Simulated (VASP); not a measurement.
A VASP calculation is set up with these files.

KPOINTS:
```
Automatic
0
G
 16 16 16
```

### POSCAR
```
Ta
1.0
 -1.5781736243   1.5781736243   1.5781736243
  1.5781736243  -1.5781736243   1.5781736243
  1.5781736243   1.5781736243  -1.5781736243
Ta
1
Cartesian
 -1.5781736243   1.5781736243   1.5781736243
```

**INCAR**
```
SYSTEM = Ta
PREC = Accurate
ENCUT = 500
EDIFF = 1E-6
NELM = 100
ALGO = Normal
LREAL = .FALSE.
LASPH = .TRUE.
ISMEAR = 1
SIGMA = 0.1
GGA = PS
LMAXMIX = 6
LWAVE = .FALSE.
LCHARG = .FALSE.
IBRION = 2
ISIF = 3
NSW = 40
EDIFFG = -0.02
PSTRESS = 300
```

POTCAR, in this order: Ta_pv (PBE.64 set). Program: vasp_std.

Problem. Write an equivalent input for Quantum ESPRESSO's pw.x.

Solution. One equivalent input (not run):
```
&CONTROL
  calculation = 'vc-relax'
  pseudo_dir = './pseudo'
  outdir = './out'
  tprnfor = .true.
  tstress = .true.
  nstep = 40
  forc_conv_thr = 0.00078
/
&SYSTEM
  ibrav = 0
  nat = 1
  ntyp = 1
  ecutwfc = 58
  occupations = 'smearing'
  smearing = 'methfessel-paxton'
  degauss = 0.00735
  input_dft = 'pbesol'
/
&ELECTRONS
  conv_thr = 7.3e-08
  electron_maxstep = 100
/
&IONS
/
&CELL
  press = 300
/
ATOMIC_SPECIES
  Ta 180.948 Ta.upf
CELL_PARAMETERS angstrom
    -1.5781736    1.5781736    1.5781736
     1.5781736   -1.5781736    1.5781736
     1.5781736    1.5781736   -1.5781736
ATOMIC_POSITIONS crystal
  Ta   1.0000000  0.0000000  0.0000000
K_POINTS automatic
  16 16 16 0 0 0
```
What does not carry over: the potentials are each code's own (VASP's PAW set, PseudoDojo norm-conserving files in pw.x), so ENCUT and ecutwfc are chosen apart and not converted; conv_thr bounds pw.x's estimated SCF error, while EDIFF bounds the energy change between steps; forc_conv_thr acts on force components and is met together with etot_conv_thr.

The compound is Ta in the bcc structure. It was relaxed first under an external pressure of 30 GPa.
